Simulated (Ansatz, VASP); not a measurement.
## Mg2NbInO6 in two plane-wave programs

Wanted: the spread between two codes on one cell, functional and k mesh. The cell is invented: As first built, before any earlier steps moved the atoms (in the runner's words): Mg for Sr, In for Ga in the Sr2NbGaO6 structure of space group Fm-3m. It may not be a known or stable phase. The two relaxations start from unlike cells of this crystal (the structure described is Ansatz's start), so only their ends are compared.

Program: Ansatz 0.2.0. Level of theory: plane waves, with VASP 6.6.1 beside it; relaxation of cell and atoms at LDA. Results are calculated unless marked as measured.

## Step 1: The starting structure

The structure is cubic, space group Fm-3m (No. 225). The conventional cell has a = 7.515 Å, b = 7.515 Å, c = 7.515 Å, α = 90.00°, β = 90.00°, γ = 90.00°. Nearest to Mg lie 12 O at 2.66 Å. Nearest to Nb lie 6 O at 1.88 Å. Nearest to In lie 6 O at 1.87 Å. O has 1 In at 1.87 Å and 1 Nb at 1.88 Å and 4 Mg at 2.66 Å nearest. It derives from Sr2NbGaO6. As first built, before any earlier steps moved the atoms (in the runner's words): Mg for Sr, In for Ga in the Sr2NbGaO6 structure of space group Fm-3m. Farther neighbours and most contacts between anions are not listed.

## Step 2: VASP: relaxation of cell and atoms, LDA

The relaxed volume is the usual yardstick between codes: in a stiff, nearly cubic crystal its relative difference is about their pressure difference at one cell divided by the bulk modulus.

Lines of VASP's logs that name or quote its potential files are left out, and so is its time.

INCAR reads:

```
SYSTEM = Mg2NbInO6
PREC = Accurate
ENCUT = 600
EDIFF = 1E-07
NELM = 120
ISMEAR = 0
SIGMA = 0.03
LREAL = .FALSE.
ALGO = Normal
GGA = CA
NBANDS = 43
LASPH = .TRUE.
LORBIT = 11
LWAVE = .FALSE.
LCHARG = .FALSE.
ISIF = 3
IBRION = 2
NSW = 80
EDIFFG = -0.005
GGA_COMPAT = .FALSE.
NELMIN = 4
EFERMI = MIDGAP
KPAR = 2
```

POSCAR reads:

```
Mg2NbInO6
1.0
    0.0000000000      3.9762314999      3.9762314999
    3.9762314999      0.0000000000      3.9762314999
    3.9762314999      3.9762314999      0.0000000000
Mg Nb In O
2 1 1 6
Direct
    0.2500000000      0.2500000000      0.2500000000
    0.7499998669      0.7499998669      0.7499998669
    0.0000000000      0.0000000000      0.0000000000
    0.5000000000      0.5000000000      0.5000000000
    0.7570692240      0.2429307760      0.2429307760
    0.2429309091      0.7570690909      0.7570690909
    0.2429307760      0.2429307760      0.7570692240
    0.7570690909      0.7570690909      0.2429309091
    0.2429307760      0.7570692240      0.2429307760
    0.7570690909      0.2429309091      0.7570690909
```

KPOINTS reads:

```
Automatic mesh
0
Gamma
6 6 6
0 0 0
```

PAW data sets: Mg, Nb_sv, In_d and O (LDA family, release 64).

Command:

```console
> mpirun -np 2 vasp_std
```

Numbers of over 12 decimals in the logs are rounded to 6 here.

The log of the run:

```text
[banner, memory and clock lines left out]
running    2 mpi-ranks, on    1 nodes
 distrk:  each k-point on    1 cores,    2 groups
 distr:  one band on    1 cores,    1 groups

 POSCAR found type information on POSCAR MgNbInO
 POSCAR found :  4 types and      10 ions
 LDA part: xc-table for (Slater(with rela. corr.)+CA(PZ))
 , standard interpolation
 POSCAR, INCAR and KPOINTS ok, starting setup
 FFT: planning ... GRIDC
 FFT: planning ... GRID_SOFT
 FFT: planning ... GRID
 WAVECAR not read
 entering main loop
       N       E                     dE             d eps       ncg     rms          rms(c)
DAV:   1     0.875189553022E+03    0.87519E+03   -0.34615E+04  1379   0.189E+03
DAV:   2     0.510557886885E+02   -0.82413E+03   -0.77233E+03  1624   0.574E+02
DAV:   3    -0.765034173310E+02   -0.12756E+03   -0.12213E+03  1682   0.214E+02
DAV:   4    -0.866538186359E+02   -0.10150E+02   -0.10080E+02  2360   0.637E+01
DAV:   5    -0.870003317636E+02   -0.34651E+00   -0.34615E+00  2056   0.968E+00    0.263E+01
DAV:   6    -0.725656292630E+02    0.14435E+02   -0.66975E+01  2239   0.572E+01    0.137E+01
DAV:   7    -0.720185802323E+02    0.54705E+00   -0.45161E+00  2240   0.151E+01    0.587E+00
DAV:   8    -0.717250245885E+02    0.29356E+00   -0.39220E-01  1994   0.444E+00    0.184E+00
DAV:   9    -0.716725890655E+02    0.52436E-01   -0.63672E-02  2120   0.176E+00    0.433E-01
DAV:  10    -0.716710498078E+02    0.15393E-02   -0.61777E-03  2192   0.535E-01    0.196E-01
DAV:  11    -0.716709148965E+02    0.13491E-03   -0.47942E-04  1984   0.156E-01    0.388E-02
DAV:  12    -0.716709092578E+02    0.56387E-05   -0.59535E-05  2184   0.560E-02    0.121E-02
DAV:  13    -0.716709073569E+02    0.19009E-05   -0.67823E-06  2560   0.246E-02    0.132E-02
DAV:  14    -0.716709073212E+02    0.35673E-07   -0.76334E-07  2072   0.790E-03
   1 F= -.71670907E+02 E0= -.71670907E+02  d E =-.716709E+02
 curvature:   0.00 expect dE= 0.000E+00 dE for cont linesearch  0.000E+00
 trial: gam= 0.00000 g(F)=  0.136E-05 g(S)=  0.181E-03 ort = 0.000E+00 (trialstep = 0.100E+01)
 search vector abs. value=  0.182E-03
 bond charge predicted
       N       E                     dE             d eps       ncg     rms          rms(c)
DAV:   1    -0.716721589682E+02   -0.12516E-02   -0.34436E-02  1927   0.196E+00    0.308E-01
DAV:   2    -0.716710668111E+02    0.10922E-02   -0.46065E-03  1876   0.495E-01    0.885E-02
DAV:   3    -0.716709148942E+02    0.15192E-03   -0.32890E-04  2162   0.265E-01    0.365E-02
DAV:   4    -0.716708988590E+02    0.16035E-04   -0.16243E-04  2389   0.104E-01    0.225E-02
DAV:   5    -0.716709016050E+02   -0.27460E-05   -0.12116E-05  2261   0.201E-02    0.172E-02
DAV:   6    -0.716709039023E+02   -0.22973E-05   -0.12475E-05  2498   0.313E-02    0.362E-03
DAV:   7    -0.716709039256E+02   -0.23305E-07   -0.77211E-07  1783   0.543E-03
   2 F= -.71670904E+02 E0= -.71670904E+02  d E =0.339559E-05
 trial-energy change:    0.000003  1 .order   -0.000002   -0.000182    0.000179
 step:   0.4836(harm=  0.5045)  dis= 0.00005  next Energy=   -71.670951 (dE=-0.435E-04)
 bond charge predicted
       N       E                     dE             d eps       ncg     rms          rms(c)
DAV:   1    -0.716712860933E+02   -0.38219E-03   -0.91743E-03  1916   0.101E+00    0.158E-01
DAV:   2    -0.716709949195E+02    0.29117E-03   -0.12226E-03  1854   0.255E-01    0.459E-02
DAV:   3    -0.716709545328E+02    0.40387E-04   -0.88628E-05  2185   0.137E-01    0.187E-02
DAV:   4    -0.716709502261E+02    0.43066E-05   -0.42421E-05  2381   0.535E-02    0.115E-02
DAV:   5    -0.716709509572E+02   -0.73109E-06   -0.33459E-06  2268   0.105E-02    0.884E-03
DAV:   6    -0.716709515696E+02   -0.61234E-06   -0.32346E-06  2428   0.160E-02    0.173E-03
DAV:   7    -0.716709515777E+02   -0.81782E-08   -0.24214E-07  1348   0.288E-03
   3 F= -.71670952E+02 E0= -.71670952E+02  d E =-.442566E-04
 curvature:  -0.25 expect dE=-0.165E-05 dE for cont linesearch -0.168E-07
 trial: gam= 0.01696 g(F)=  0.657E-05 g(S)=  0.137E-08 ort = 0.348E-05 (trialstep = 0.897E+00)
 search vector abs. value=  0.674E-05
 reached required accuracy - stopping structural energy minimisation
```

From OUTCAR (step 2):

```text
ion  position               nearest neighbor table
   1  0.250  0.250  0.250-   8 2.81  10 2.81   6 2.81   8 2.81   6 2.81  10 2.81   5 2.81   7 2.81
                             9 2.81   5 2.81   7 2.81   9 2.81   4 3.44   4 3.44   4 3.44   4 3.44
   2  0.750  0.750  0.750-   8 2.81  10 2.81   6 2.81   5 2.81   7 2.81   5 2.81   9 2.81   7 2.81
                             9 2.81   6 2.81   8 2.81  10 2.81   4 3.44   4 3.44   4 3.44   4 3.44
   3  0.000  0.000  0.000-   5 1.93   7 1.93   9 1.93   8 1.93   6 1.93  10 1.93
   4  0.500  0.500  0.500-   6 2.04   8 2.04  10 2.04   5 2.04   9 2.04   7 2.04   2 3.44   1 3.44
                             1 3.44   1 3.44   1 3.44   2 3.44   2 3.44   2 3.44
   5  0.757  0.243  0.243-   3 1.93   4 2.04   2 2.81   2 2.81   1 2.81   1 2.81
   6  0.243  0.757  0.757-   3 1.93   4 2.04   2 2.81   1 2.81   1 2.81   2 2.81
   7  0.243  0.243  0.757-   3 1.93   4 2.04   2 2.81   2 2.81   1 2.81   1 2.81
   8  0.757  0.757  0.243-   3 1.93   4 2.04   2 2.81   1 2.81   1 2.81   2 2.81
   9  0.243  0.757  0.243-   3 1.93   4 2.04   2 2.81   2 2.81   1 2.81   1 2.81
  10  0.757  0.243  0.757-   3 1.93   4 2.04   2 2.81   1 2.81   1 2.81   2 2.81

  LATTYP: Found a face centered cubic cell.
 ALAT       =     7.9524629998

 Subroutine GETGRP returns: Found 48 space group operations
 (whereof 48 operations were pure point group operations)

The static configuration has the point symmetry O_h .

 Found     16 irreducible k-points:

   k-points           NKPTS =     16   k-points in BZ     NKDIM =     16   number of bands    NBANDS=     43

   dimension x,y,z NGX =    48 NGY =   48 NGZ =   48
   dimension x,y,z NGXF=    96 NGYF=   96 NGZF=   96

   ENCUT  =  600.0 eV  44.10 Ry    6.64 a.u.  11.23 11.23 11.23*2*pi/ulx,y,z

   NELECT =      66.0000    total number of electrons

 k-points in reciprocal lattice and weights: Automatic mesh
   0.00000000  0.00000000  0.00000000       0.005
   0.16666667  0.00000000  0.00000000       0.037
   0.33333333  0.00000000  0.00000000       0.037
   0.50000000  0.00000000  0.00000000       0.019
   0.16666667  0.16666667  0.00000000       0.028
   0.33333333  0.16666667  0.00000000       0.111
   0.50000000  0.16666667  0.00000000       0.111
  -0.33333333  0.16666667  0.00000000       0.111
  -0.16666667  0.16666667  0.00000000       0.056
[...]
-0.33333333  0.33333333  0.16666667       0.111
  -0.33333333  0.50000000  0.16666667       0.056

 average (electrostatic) potential at core
       1 -38.3971       2 -38.3971       3 -83.9441       4 -93.4897       5 -70.5928
       6 -70.5928       7 -70.5928       8 -70.5928       9 -70.5928      10 -70.5928

 E-fermi :   4.4095

 k-point     1 :       0.0000    0.0000    0.0000
  band No.  band energies     occupation
    ...
     29       2.9687      2.00000
     30       2.9687      2.00000
     31       3.9186      2.00000
     32       3.9186      2.00000
     33       3.9186      2.00000
     34       4.9004      0.00000
     35       6.2991      0.00000
     36       7.7846      0.00000
     37       7.7846      0.00000
     38       7.7846      0.00000
    ...

 k-point     2 :       0.1667    0.0000    0.0000
  band No.  band energies     occupation
    ...
     29       3.1989      2.00000
     30       3.1989      2.00000
     31       3.7710      2.00000
     32       3.7710      2.00000
     33       3.8363      2.00000
     34       5.4508      0.00000
     35       6.5563      0.00000
     36       7.8425      0.00000
     37       7.8946      0.00000
     38       7.8946      0.00000
    ...

 k-point     3 :       0.3333    0.0000    0.0000
  band No.  band energies     occupation
    ...
     29       3.3852      2.00000
     30       3.3852      2.00000
     31       3.6229      2.00000
     32       3.6768      2.00000
     33       3.6768      2.00000
     34       6.2873      0.00000
     35       7.1668      0.00000
     36       8.0916      0.00000
     37       8.0916      0.00000
     38       8.1566      0.00000
    ...

  Total       -0.0003077     -0.0003077     -0.0003077      0.0000000      0.0000000     -0.0000000
  in kB       -0.0039243     -0.0039243     -0.0039243      0.0000000      0.0000000     -0.0000000
  external PRESSURE =      -0.0039243 kB  Pullay stress =       0.0000000 kB

  energy-cutoff  :      600.00
  volume of cell :      125.63
      direct lattice vectors                 reciprocal lattice vectors
     0.000000000  3.975194695  3.975194695    -0.125780003  0.125780003  0.125780003
     3.975194695  0.000000000  3.975194695     0.125780003 -0.125780003  0.125780003
     3.975194695  3.975194695 -0.000000000     0.125780003  0.125780003 -0.125780003

 POSITION                                       TOTAL-FORCE (eV/Angst)
 -----------------------------------------------------------------------------------
      1.98760      1.98760      1.98760        -0.000000     -0.000000      0.000000
      5.96279      5.96279      5.96279        -0.000000     -0.000000      0.000000
      0.00000      0.00000      0.00000        -0.000000     -0.000000     -0.000000
      3.97519      3.97519      3.97519        -0.000000     -0.000000      0.000000
      1.93144      3.97519      3.97519         0.004764     -0.000000      0.000000
      6.01894      3.97519      3.97519        -0.004764     -0.000000     -0.000000
      3.97519      3.97519      1.93144        -0.000000     -0.000000      0.004764
      3.97519      3.97519      6.01894        -0.000000     -0.000000     -0.004764
      3.97519      1.93144      3.97519        -0.000000      0.004764      0.000000
      3.97519      6.01894      3.97519        -0.000000     -0.004764     -0.000000
 -----------------------------------------------------------------------------------
    total drift:                                0.000706      0.000706      0.000706

  FREE ENERGIE OF THE ION-ELECTRON SYSTEM (eV)
  ---------------------------------------------------
  free  energy   TOTEN  =       -71.6709515777 eV

  energy  without entropy=      -71.6709515777  energy(sigma->0) =      -71.67095158

 reached required accuracy - stopping structural energy minimisation

 total charge
# of ion       s       p       d       tot
------------------------------------------
    1        0.081   0.054   0.016   0.151
    2        0.081   0.054   0.016   0.151
    3        2.242   6.204   2.125  10.571
    4        0.672   0.874  10.221  11.767
    5        1.556   3.470   0.000   5.026
    6        1.556   3.470   0.000   5.026
    7        1.556   3.470   0.000   5.026
    8        1.556   3.470   0.000   5.026
    9        1.556   3.470   0.000   5.026
   10        1.556   3.470   0.000   5.026
--------------------------------------------------
tot         12.412  28.007  12.378  52.797

[... 3 further parts left out ...]
```

(Continued in part 2 of 2.)

[Lines on the potential files, build, host, timing and source positions are cut from VASP's logs without a mark.]

[Logs are printed without paths, hosts, clocks, repeated set-up lines and the standing remarks that a program may print on its own settings, such as how far it seeks lower states.]

[Hosts, paths, dates, database ids (printed as entryN), source tags and the programs' standing remarks are cut or masked in the printed files.]
